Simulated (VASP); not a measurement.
OSZICAR of a VASP run on Li (bcc):

### OSZICAR
```
       N       E                     dE             d eps       ncg     rms          rms(c)
DAV:   1     0.803101160010E+00    0.80310E+00   -0.80252E+02  1200   0.469E+02
DAV:   2    -0.179729256264E+01   -0.26004E+01   -0.24255E+01  1610   0.601E+01
DAV:   3    -0.196280282283E+01   -0.16551E+00   -0.16530E+00  1515   0.113E+01
DAV:   4    -0.196725825599E+01   -0.44554E-02   -0.44549E-02  1555   0.175E+00
DAV:   5    -0.196730955596E+01   -0.51300E-04   -0.51300E-04  1505   0.167E-01    0.348E-01
DAV:   6    -0.196572076425E+01    0.15888E-02   -0.59363E-04  1690   0.183E-01    0.196E-01
DAV:   7    -0.196492369808E+01    0.79707E-03   -0.16072E-03  1655   0.303E-01    0.305E-02
DAV:   8    -0.196495574695E+01   -0.32049E-04   -0.31811E-04  1360   0.162E-01    0.254E-03
DAV:   9    -0.196495507201E+01    0.67493E-06   -0.52410E-06  1430   0.249E-02
   1 F= -.19649551E+01 E0= -.19649276E+01  d E =-.196496E+01
```

Problem. Which electronic solver shows in the log?

Solution. It is blocked Davidson (ALGO = Normal, or the opening steps of other solvers). The INCAR had ALGO = Normal.

Problem. Can the final energy be trusted as converged?

Solution. Self-consistency was reached. It stopped with EDIFF = 1E-6, NELM = 100, NSW = 40 and EDIFFG = -0.02 after 1 ionic step (PBEsol GGA, plane waves, VASP's PBE PAW potentials (set 64)).

The compound is Li in the bcc structure. It was relaxed first, which changed the volume by -5 %.
